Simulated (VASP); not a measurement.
Runs of VASP 6.6.1 on SnSe. The structure is orthorhombic, space group Pnma (No. 62). The conventional cell has a = 11.486 Å, b = 4.172 Å, c = 4.380 Å, α = 90.00°, β = 90.00°, γ = 90.00°. Sn (site symmetry m) is surrounded by 3 Se at 2.77 to 2.82 Å. Around Se (site symmetry m) lie 3 Sn at 2.77 to 2.82 Å. 

```tsv
task	level	potentials or basis	spin	cell	cutoff (eV)	monkhorst-Pack mesh	gap on the mesh (eV)	pressure (GPa)	largest force (eV/Å)
band structure	LDA	VASP PAW LDA potentials, release 64 (Sn_d, Se)	off	Pnma, 26.24 Å³/atom	520	-	0.48	(b)	0.16
band structure	r2SCAN	VASP PAW PBE potentials, release 64 (Sn_d, Se)	off	Pnma, 26.24 Å³/atom	520	-	(c)	(a)	0.22
optical spectrum	PBE	VASP PAW PBE potentials, release 64 (Sn_d, Se)	off	Pnma, 26.24 Å³/atom	520	-	0.54	2.2	0.01
band structure	TB-mBJ	VASP PAW PBE potentials, release 64 (Sn_d, Se)	off	Pnma, 26.24 Å³/atom	520	-	(d)	-	-
relaxation of cell and atoms	PBE+D3(BJ)	VASP PAW PBE potentials, release 64 (Sn_d, Se)	off	relaxed	600	-	0.53	0.0	0.01
band structure	PBE	VASP PAW PBE potentials, release 64 (Sn_d, Se)	SOC, no magnetisation	Pnma, 26.24 Å³/atom	520	-	-	2.3	0.01
```

Alike in all rows: k mesh 4 × 8 × 8; smearing gaussian 0.03 eV.

Estimate the missing entries.

(a) 1.1; (b) -2.2; (c) 0.75; (d) 0.86.

Caveats: spin-orbit coupling is left out, which moves the levels of the heavy elements (some runs); the PAW data sets were made with another functional, which shifts forces and pressure a little (some runs); the mesh misses the band edges, which the band path finds closer together (some runs); independent-particle spectra lack excitons (some runs).

A k mesh can miss the band edges, and rows without SOC leave out spin-orbit coupling on Se, Sn.
